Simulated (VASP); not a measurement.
Given:

```xyz
3
Lattice="0.0000 2.8194 2.8194 2.8194 0.0000 2.8194 2.8194 2.8194 0.0000" Properties=species:S:1:pos:R:3 pbc="T T T"
Li     1.4097     1.4097     1.4097
Li     4.2291     4.2291     4.2291
S      0.0000     0.0000     0.0000
```

These are PBE GGA with D4 dispersion, VASP's PBE PAW potentials (set 64) (plane waves; VASP 6.6.1) values and carry that method's errors. Numerical set-up: 520 eV cut-off, Gaussian smearing of 0.050 eV, potentials Li_sv S.

Q: Give the energies of bands 4 to 9 at the high-symmetry points, in eV from the valence-band maximum.

A: 
```json
[
 {"band": "4", "Γ": "0.00", "X": "-2.23", "U": "-2.15", "L": "-2.98", "W": "-1.89"},
 {"band": "5", "Γ": "0.00", "X": "-1.48", "U": "-2.03", "L": "-0.53", "W": "-1.89"},
 {"band": "6", "Γ": "0.00", "X": "-1.48", "U": "-1.20", "L": "-0.53", "W": "-1.84"},
 {"band": "7", "Γ": "4.44", "X": "3.37", "U": "4.61", "L": "6.26", "W": "5.52"},
 {"band": "8", "Γ": "6.24", "X": "7.18", "U": "8.17", "L": "6.59", "W": "7.40"},
 {"band": "9", "Γ": "6.24", "X": "11.32", "U": "9.66", "L": "6.59", "W": "9.02"}
]
```

The gap is indirect, 3.37 eV, from the valence maximum at Γ to the conduction minimum at X.

The compound is Li2S in the antifluorite structure. It was relaxed first.
